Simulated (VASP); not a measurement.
OSZICAR of a VASP run on Al (fcc):

**OSZICAR**
```
       N       E                     dE             d eps       ncg     rms          rms(c)
DAV:   1     0.157670092766E+02    0.15767E+02   -0.14482E+03  2355   0.776E+02
DAV:   2     0.612261456159E+01   -0.96444E+01   -0.91986E+01  3260   0.151E+02
DAV:   3     0.573728333155E+01   -0.38533E+00   -0.38152E+00  3230   0.331E+01
DAV:   4     0.572063056549E+01   -0.16653E-01   -0.16675E-01  3295   0.742E+00
DAV:   5     0.571967403823E+01   -0.95653E-03   -0.95965E-03  3285   0.185E+00    0.188E+00
DAV:   6    -0.793709953183E+01   -0.13657E+02   -0.26491E+01  1655   0.536E+01    0.176E+00
DAV:   7    -0.794081953119E+01   -0.37200E-02   -0.48962E-02  2535   0.228E+00    0.269E+00
DAV:   8    -0.789604530986E+01    0.44774E-01   -0.24256E-02  1815   0.273E+00    0.331E+00
DAV:   9    -0.790542387341E+01   -0.93786E-02   -0.12736E-01  1755   0.484E+00    0.193E+01
DAV:  10    -0.791181992219E+01   -0.63960E-02   -0.11232E-01  1850   0.421E+00    0.381E+01
DAV:  11    -0.791193465521E+01   -0.11473E-03   -0.46908E-02  1710   0.282E+00    0.197E+01
DAV:  12    -0.790597593702E+01    0.59587E-02   -0.40999E-02  1795   0.257E+00    0.534E+00
DAV:  13    -0.791984454003E+01   -0.13869E-01   -0.87600E-03  1760   0.143E+00    0.750E-01
DAV:  14    -0.791836638354E+01    0.14782E-02   -0.92700E-04  1975   0.394E-01    0.601E-01
DAV:  15    -0.791791937385E+01    0.44701E-03   -0.15488E-03  1680   0.566E-01    0.717E-01
DAV:  16    -0.792015624956E+01   -0.22369E-02   -0.66317E-04  1650   0.360E-01    0.161E-02
DAV:  17    -0.792018658734E+01   -0.30338E-04   -0.54680E-05  1825   0.103E-01    0.139E-01
DAV:  18    -0.792022673375E+01   -0.40146E-04   -0.18721E-06  1970   0.224E-02    0.851E-02
DAV:  19    -0.792024821610E+01   -0.21482E-04   -0.38243E-06  1720   0.255E-02    0.274E-03
DAV:  20    -0.792025018162E+01   -0.19655E-05   -0.31638E-07  1945   0.105E-02    0.150E-03
DAV:  21    -0.792025005449E+01    0.12714E-06   -0.90183E-08  1715   0.501E-03    0.204E-03
DAV:  22    -0.792025022533E+01   -0.17084E-06   -0.23844E-08   950   0.289E-03    0.184E-03
DAV:  23    -0.792025038899E+01   -0.16366E-06   -0.19191E-09   870   0.587E-04    0.243E-04
DAV:  24    -0.792025035854E+01    0.30446E-07   -0.29848E-10   840   0.234E-04
   1 F= -.79202504E+01 E0= -.79202504E+01  d E =0.000000E+00
       N       E                     dE             ncg
```

**Question.** Which electronic solver shows in the log?

**Answer.** It is blocked Davidson (ALGO = Normal, or the opening steps of other solvers). The INCAR had ALGO = Normal.

**Question.** Can the final energy be trusted as converged?

**Answer.** The calculation finished and met its thresholds. It stopped with EDIFF = 1E-7, NELM = 100 (TPSS meta-GGA, plane waves, VASP's PBE PAW potentials (set 64)).

The compound is Al in the fcc structure. It was relaxed first.
